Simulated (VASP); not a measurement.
Given:

```xyz
2
Lattice="2.8459 0.0000 0.0000 0.0000 2.8459 0.0000 0.0000 0.0000 3.7285" Properties=species:S:1:pos:R:3 pbc="T T T"
Cu     0.0000     2.8459     0.0000
Au     1.4229     1.4229     1.8642
```

All values below come from PW91 GGA, VASP's PBE PAW potentials (set 64) (plane waves; VASP 6.6.1). Settings: 520 eV cut-off, 14×14×11 Γ-centred mesh, tetrahedra with Blöchl corrections, potentials Cu Au.

Unless said otherwise, spin-orbit coupling is left out, though it shifts the bands of the heavy elements here.

**Question.** Estimate the energy per atom (σ→0), band gap (on the k-mesh) with the smallest direct gap where there is one.

**Answer.** 
| Property | Result |
|---|---|
| band gap (on the k-mesh) | none (metal, semimetal or under 0.01 eV) |
| energy per atom (σ→0) | -3.548 eV/atom |

The compound is CuAu in the L1_0 structure. It was relaxed first.
